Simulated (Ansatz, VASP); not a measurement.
# TlPt: VASP beside Ansatz

The input INCAR:

```
SYSTEM = TlPt
  ALGO = Fast
  EDIFF = 1E-7
  ENCUT = 520
  GGA = PE
  ISIF = 2
  ISMEAR = -1
  LASPH = .TRUE.
  LCHARG = .FALSE.
  LREAL = .FALSE.
  LWAVE = .FALSE.
  NBANDS = 44
  NELM = 100
  PREC = Accurate
  SIGMA = 0.05
```

Contents of KPOINTS:

```
k-points
0
G
  6 6 6
  0 0 0
```

Contents of POSCAR:

```
TlPt
1.0
    5.6421202871      0.0000000000      0.0000000000
   -2.8210601435      4.8862194998      0.0000000000
    0.0000000000      0.0000000000      4.6697227496
Tl Pt
3 3
Direct
    0.0000000000      0.5000000000      0.0000000000
    0.5000000000      0.5000000000      0.0000000000
    0.5000000000      0.0000000000      0.0000000000
    0.6666666667      0.3333333333      0.5000000000
    0.3333333333      0.6666666667      0.5000000000
    0.0000000000      0.0000000000      0.0000000000
```

input.yaml

```yaml
crystal:
  lattice:
    - [5.6421202871, 0.0, 0.0]
    - [-2.8210601435, 4.8862194998, 0.0]
    - [0.0, 0.0, 4.6697227496]
  atoms:
    - { symbol: Tl, position: [0.0, 0.5, 0.0] }
    - { symbol: Tl, position: [0.5, 0.5, 0.0] }
    - { symbol: Tl, position: [0.5, 0.0, 0.0] }
    - { symbol: Pt, position: [0.6666666667, 0.3333333333, 0.5] }
    - { symbol: Pt, position: [0.3333333333, 0.6666666667, 0.5] }
    - { symbol: Pt, position: [0.0, 0.0, 0.0] }
hamiltonian:
  xc: pbe
  pseudopotentials: { kind: paw }
kpoints:
  mp_grid: { grid: [6, 6, 6] }
scf:
  occupations: { method: fermi_dirac, width: 0.05 }
output:
  forces: true
  stress: true
  eigenvalues: true
  write_density: true
  write_potential: true
  elf: true
  volumetric_format: npy
```

Alike in both runs: task single point; functional PBE; k mesh 6 × 6 × 6; occupations fermi-dirac, width 0.05 eV; no spin polarisation.

```csv
,VASP,Ansatz
version,VASP 6.6.1,Ansatz 0.2.0
potentials or method,"VASP PAW PBE potentials, release 64 (Tl_d, Pt)",Ansatz PAW
plane-wave cutoff (eV),520,420
valence electrons in the cell,69,93
```

Ansatz gave:

* gap on the k mesh at the Fermi level (eV): none
* pressure (GPa): 10.5
* largest component of the traceless stress (GPa): 8.79

Estimate VASP's values.

gap on the k mesh at the Fermi level (eV): none; pressure (GPa): 10.5; largest component of the traceless stress (GPa): 8.78.

A gap of «none» marks a metal or a gap that the smearing closes. The functional is the same, so the differences come from potentials, cutoffs and numerics. The two sets of potentials don't hold the same shells in valence.

Spin-orbit coupling is left out, which matters for the levels of Pt, Tl.
